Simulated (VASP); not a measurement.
An input for Ansatz (written as the equivalent of a VASP run, and not itself run):

Ansatz 0.2 input:
```yaml
crystal:
  lattice:
    - [1.5346780, -2.6581405, 0.0000000]
    - [1.5346780, 2.6581405, 0.0000000]
    - [0.0000000, 0.0000000, 3.3894735]
  atoms:
    - { symbol: Hf, position: [0.0000000, 1.0000000, 0.0000000] }
    - { symbol: B, position: [0.3333330, 0.6666670, 0.5000000] }
    - { symbol: B, position: [0.6666670, 0.3333330, 0.5000000] }
kpoints:
  mp_grid: { grid: [11, 11, 9] }
hamiltonian:
  xc: lda
  pseudopotentials: { kind: paw }
scf:
  occupations: { method: methfessel_paxton, width: 0.1 }
  max_iter: 100
relax:
  max_steps: 40
  f_tol: 0.02
  cell: { p_target: 10 }
output: { forces: true, stress: true, eigenvalues: true }
```

**Question.** Write the VASP files for the same calculation (LDA).

**Answer.** One answer among several that fit: 
**POSCAR**
```
HfB2
1.0
  1.5346780287  -2.6581405431   0.0000000000
  1.5346780287   2.6581405431   0.0000000000
  0.0000000000   0.0000000000   3.3894734987
Hf B
1 2
direct
  0.0000000000   1.0000000000   0.0000000000
  0.3333330000   0.6666670000   0.5000000000
  0.6666670000   0.3333330000   0.5000000000
```

### KPOINTS
```
Automatic
0
Gamma
11 11 9
0 0 0
```

**INCAR**
```
LASPH = .TRUE.   # aspherical one-centre terms
ISMEAR = 1   # Methfessel-Paxton
LMAXMIX = 6   # l cut-off of mixed one-centre charges
SYSTEM = HfB2
ENCUT = 620
ISIF = 3   # ions, shape and volume
PSTRESS = 100   # kbar
EDIFFG = -0.02   # ionic stop
NELM = 100
LCHARG = .FALSE.
LREAL = .FALSE.   # projection in real space or not
PREC = Accurate
SIGMA = 0.1   # width (eV)
LWAVE = .FALSE.
IBRION = 2
ALGO = Normal
NSW = 40
EDIFF = 1E-6
```

POTCAR, in this order: Hf_pv B (LDA.64 set). Program: vasp_std.

The two are equivalent in intent, not identical: each code has its own PAW files, so the cut-off isn't converted (ENCUT is set for VASP's; basis.ecutwfc is left out, and Ansatz then takes the one that its files recommend); Ansatz stops its SCF on the density residual and VASP on the energy change (EDIFF); Ansatz's lda is the Perdew-Wang form, while the LDA potentials of VASP carry Perdew-Zunger's.

The compound is HfB2 in the AlB2 type structure. It was relaxed first under an external pressure of 10 GPa.
